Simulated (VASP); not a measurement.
VASP runs on CuGaSe2 (space group I-42d) share one base input (PBE GGA, plane waves, VASP's PBE PAW potentials (set 64)) and change the settings named in each case.

**KPOINTS**
```
Automatic mesh
0
Gamma
3 3 3
0 0 0
```

**POSCAR**
```
CuGaSe2
1
   -2.8330500000     2.8330500000     5.5651000000
    2.8330500000    -2.8330500000     5.5651000000
    2.8330500000     2.8330500000    -5.5651000000
Ga Cu Se
2 2 4
Direct
  0.5000000000   0.5000000000   0.0000000000
  0.2500000000   0.7500000000   0.5000000000
  0.0000000000   0.0000000000   0.0000000000
  0.7500000000   0.2500000000   0.5000000000
  0.8750000000   0.8750000000   0.5000000000
  0.1250000000   0.6250000000   0.0000000000
  0.3750000000   0.3750000000   0.5000000000
  0.6250000000   0.1250000000   0.0000000000
```

### INCAR
```
SYSTEM = CuGaSe2
PREC = Accurate
ENCUT = 300
EDIFF = 1E-6
NELM = 100
ALGO = Normal
LREAL = .FALSE.
LASPH = .TRUE.
ISMEAR = -1
SIGMA = 0.02
GGA = PE
LMAXMIX = 4
LWAVE = .FALSE.
LCHARG = .FALSE.
ISIF = 2
```

POTCAR, in this order: Ga_d Cu Se (PBE.64 set). Program: vasp_std.

| change | E(σ→0) (eV/atom) | pressure (GPa) | largest force (eV/Å) | −TS (eV) |
|---|---|---|---|---|
| base run | -3.8817 | 0.77 | 0.274 | -0.0005 |
| GGA removed, POTCAR Ga_d Cu Se (LDA.64 set) | -4.5871 | -4.63 | 0.348 | -0.0021 |
| GGA_COMPAT = .FALSE., LNONCOLLINEAR = .TRUE., LSORBIT = .TRUE., MAGMOM = 0.0 0.0 0.0 0.0 0.0 0.0 0.0 0.0 0.0 0.0 0.0 0.0 0.0 0.0 0.0 0.0 0.0 0.0 0.0 0.0 0.0 0.0 0.0 0.0, program vasp_ncl | -3.8936 | 0.78 | 0.279 | -0.0009 |
| KPOINTS 1×1×1 Γ-centred mesh | -3.5979 | 1.62 | 0.101 | -0.0156 |
| LDAU = .TRUE., LDAUJ = 0 0 0, LDAUL = -1 2 -1, LDAUTYPE = 2, LDAUU = 0 3.0 0 | -3.6535 | … | … | … |

**Question.** Complete the blanks.

**Answer.** 
- LDAU = .TRUE., LDAUJ = 0 0 0, LDAUL = -1 2 -1, LDAUTYPE = 2, LDAUU = 0 3.0 0, pressure (GPa): 0.96
- LDAU = .TRUE., LDAUJ = 0 0 0, LDAUL = -1 2 -1, LDAUTYPE = 2, LDAUU = 0 3.0 0, largest force (eV/Å): 0.189
- LDAU = .TRUE., LDAUJ = 0 0 0, LDAUL = -1 2 -1, LDAUTYPE = 2, LDAUU = 0 3.0 0, −TS (eV): 0.0000

Energies of different potentials or functionals have different zeros.  At 300 eV the pressure can carry a Pulay error.

Left out are runs that ran out of time, are held back, or changed the cell or the kind of run, fixed moments of cells without a moment, rows past the twelfth, gaps on odd meshes, pressures of charged cells and columns that move by less than the noise.

The structure is a typed CuGaSe2 crystal. The cell was not relaxed at this level, forces remain on its atoms, its lattice was scaled by up to 2.5 %.
